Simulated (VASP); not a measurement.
# TaMo2C3: single point with PBE

The system is TaMo2C3.

```
Ta Mo C
1.0
     3.11664    0.00000    0.00000
    -1.55832    2.69909    0.00000
     0.00000    0.00000    7.68632
Ta Mo C
1 2 3
Cartesian
  -0.0028 -0.0581 0.0144
  1.5835 0.9342 2.5403
  0.0332 1.8072 5.1616
  1.4990 0.9289 6.4287
  0.0422 1.7796 1.2823
  0.0256 -0.0160 3.7997
```

The cell comes from a database or a generator and needn't be the stable form of this composition.

The cell isn't the ideal one: atoms moved at random, drawn with an rms of 0.05 Å.

- Program: VASP 6.6.1
- Task: single point
- Functional: PBE
- Potentials or basis: VASP PAW PBE potentials, release 64 (Ta_pv, Mo_sv, C)
- Cutoff: 520 eV
- k mesh: 10 × 10 × 4
- Occupations: fermi-dirac, width 0.05 eV
- Spin: no spin polarisation
- Further INCAR settings: ALGO = Normal; EDIFF = 1e-07; NBANDS = 34

| Quantity | Value |
| --- | --- |
| Pressure | -1.1 GPa |
| Largest force | 1.451 eV/Å |
| Band gap on the k mesh | none (metal or under the smearing width) |

Forces in eV/Å, atoms in the order of the input:
```
Ta   0.008  0.649  0.004
Mo   0.101 -0.246 -0.033
Mo  -0.374  0.111 -0.247
C    0.985 -0.835 -0.663
C   -0.611  0.071  0.273
C   -0.109  0.249  0.665
```

Stress tensor (GPa, compression positive):
```
-1.34  0.38 -0.31
 0.38 -0.59  0.13
-0.31  0.13 -1.29
```

Levels at points of the mesh, in eV from the Fermi level:
```tsv
k point	band 22	band 23	band 24	band 25	band 26	band 27	band 28	band 29
(0.00, 0.00, 0.00)	-2.03	-1.99	-0.76	-0.63	-0.54	-0.41	-0.30	-0.06
(0.50, 0.00, 0.00)	-4.55	-1.76	-1.72	-0.39	0.50	0.97	1.14	1.51
(0.00, 0.50, 0.00)	-4.54	-1.77	-1.69	-0.44	0.58	1.00	1.09	1.50
(0.50, 0.50, 0.00)	-4.56	-1.74	-1.70	-0.49	0.66	0.96	1.09	1.43
(0.00, 0.00, 0.50)	-3.11	-3.09	-1.48	-1.32	-1.04	-0.87	0.09	0.38
(0.50, 0.00, 0.50)	-3.55	-3.06	-1.69	-1.37	0.96	1.32	1.36	1.99
(0.00, 0.50, 0.50)	-3.56	-3.05	-1.68	-1.46	0.97	1.33	1.39	2.00
(0.50, 0.50, 0.50)	-3.44	-3.17	-1.70	-1.39	0.97	1.32	1.35	1.98
```

Run time: 4.2 min on 1 thread of Intel(R) Xeon(R) Platinum 8488C (Sapphire Rapids), with other jobs on the host, peak memory 0.49 GiB.

Spin-orbit coupling is left out, which matters for the levels of Ta.
